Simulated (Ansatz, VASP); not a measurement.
Given: the input of a run of Ansatz 0.2.0 on Sc3Te.

input.yaml

```yaml
crystal:
  lattice:
    - [0.0, 3.5695, 3.5695]
    - [3.5695, 0.0, 3.5695]
    - [3.5695, 3.5695, 0.0]
  atoms:
    - { symbol: Sc, position: [0.25, 0.25, 0.25] }
    - { symbol: Sc, position: [0.75, 0.75, 0.75] }
    - { symbol: Sc, position: [0.5, 0.5, 0.5] }
    - { symbol: Te, position: [0.0, 0.0, 0.0] }
hamiltonian:
  xc: pbe
  pseudopotentials: { kind: paw }
kpoints:
  mp_grid: { grid: [5, 5, 5] }
scf:
  occupations: { method: fermi_dirac, width: 0.05 }
output:
  forces: true
  stress: true
  eigenvalues: true
relax:
  f_tol: 0.01
  max_steps: 40
  cell: { stress_tol: 0.05 }
```

Potentials or basis: Ansatz PAW.

Command:

```console
$ ansatz run input.yaml --threads 2 --pin off --max-ram 5632MiB --backend cpu --events-out ev --progress --plain --runs-dir out
```

Set up the same calculation for VASP 6.6.1. Potentials there: VASP PAW PBE potentials, release 64 (Sc_sv, Te).

As run (the cutoff follows the program's own potentials):

File INCAR:

```
PREC = Accurate
ENCUT = 600
EDIFF = 1E-6
ISMEAR = -1
SIGMA = 0.05
LREAL = F
LASPH = T
NELM = 60
ALGO = Fast
ISIF = 3
LWAVE = F
LCHARG = F
GGA = PE
IBRION = 2
NSW = 40
EDIFFG = -0.02
PSTRESS = 0
```

The input KPOINTS:

```
Automatic mesh
0
Gamma
  5 5 5
```

Contents of POSCAR:

```
Sc3Te
1.0
    0.0000000000      3.5695000000      3.5695000000
    3.5695000000      0.0000000000      3.5695000000
    3.5695000000      3.5695000000      0.0000000000
Sc Te
3 1
Direct
    0.2500000000      0.2500000000      0.2500000000
    0.7500000000      0.7500000000      0.7500000000
    0.5000000000      0.5000000000      0.5000000000
    0.0000000000      0.0000000000      0.0000000000
```

Potentials or basis: VASP PAW PBE potentials, release 64 (Sc_sv, Te).

Launch:

```bash
$ cat potpaw_PBE.64/Sc_sv/POTCAR potpaw_PBE.64/Te/POTCAR > POTCAR
$ mpirun -np 1 vasp_std > vasp.out
```

Both were run:

|  | VASP | Ansatz | Ansatz less VASP |
| --- | --- | --- | --- |
| gap on the k mesh at the Fermi level, each at its own relaxed structure (eV) | none | none | - |
| relaxed volume (Å³/atom) | 22.74 | 22.67 | -0.068 |
| relaxed cell length with the largest relative difference (Å) | 5.048 | 5.043 | -0.0050 |

A gap of «none» marks a metal or a gap that the smearing closes. The two sets of potentials don't hold the same shells in valence.

Caveats: the relaxation stopped at its first step, so nothing moved (VASP); the plane-wave basis is chosen anew once the cell has moved, so the energies of steps on either side of that aren't comparable (Ansatz). The runs have no spin-orbit coupling, so splittings on Te are missing.
